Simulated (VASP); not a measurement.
Input of a VASP 6.6.1 run:

The input INCAR:

```
ALGO = Normal
EDIFF = 1E-7
EDIFFG = -0.002
ENCUT = 520
GGA = PE
IBRION = 2
ISIF = 3
ISMEAR = 0
ISPIN = 2
KPAR = 4
LASPH = T
LCHARG = F
LMAXMIX = 4
LORBIT = 11
LREAL = F
LWAVE = F
MAGMOM = 0.8
NELM = 120
NSW = 80
PREC = Accurate
SIGMA = 0.1
```

File KPOINTS:

```
k-points
0
Gamma
  20 20 20
```

POSCAR

```
Ni
1.0
    0.0000000000      1.7619350000      1.7619350000
    1.7619350000      0.0000000000      1.7619350000
    1.7619350000      1.7619350000      0.0000000000
Ni
1
Direct
    0.0000000000      0.0000000000      0.0000000000
```

Potentials or basis: VASP PAW PBE potentials, release 64 (Ni).

Command:

```console
$ cat potpaw_PBE.64/Ni/POTCAR > POTCAR
$ mpirun -np 4 vasp_std > vasp.out
```

Q: What does it give for the relaxed cell?

A: a = 2.488 Å, b = 2.488 Å, c = 2.488 Å, α = 60.00°, β = 60.00°, γ = 60.00°.

Q: What does it give for the space group after relaxing (to 0.05 Å)?

A: Fm-3m (No. 225).

Q: What does it give for the relaxed volume?

A: 10.89 Å³/atom.

Q: Predict the site moments.

A: Ni +0.64 μB.

The path:
```
step  energy change (eV)  largest force (eV/Å)  pressure (GPa)  volume (Å³)
   1              0.0000                0.0000           -0.96        10.94
   2              0.0000                0.0000            0.93        10.84
   3             -0.0002                0.0000            0.01        10.89
```
